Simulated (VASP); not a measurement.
Consider the following.

```yaml
crystal:
  lattice:
    - [0.00000, 2.04934, 2.04934]
    - [2.04934, 0.00000, 2.04934]
    - [2.04934, 2.04934, 0.00000]
  atoms:
    - { symbol: Au, position: [0.00000, 0.00000, 0.00000] }
```

All values below come from revPBE GGA, VASP's PBE PAW potentials (set 64) (plane waves; VASP). Run with 520 eV cut-off, 15×15×15 Γ-centred mesh, first-order Methfessel-Paxton smearing of 0.10 eV, potentials Au.

### Question
Give the stress tensor in GPa (positive for a compressed cell).

### Answer

```
9.35  0.00  0.00
0.00  9.35  0.00
0.00  0.00  9.35
```
The pressure is its mean diagonal, 9.35 GPa.

The compound is Au in the fcc structure. This cell is one point of a volume scan, at 0.94 of the reference volume.
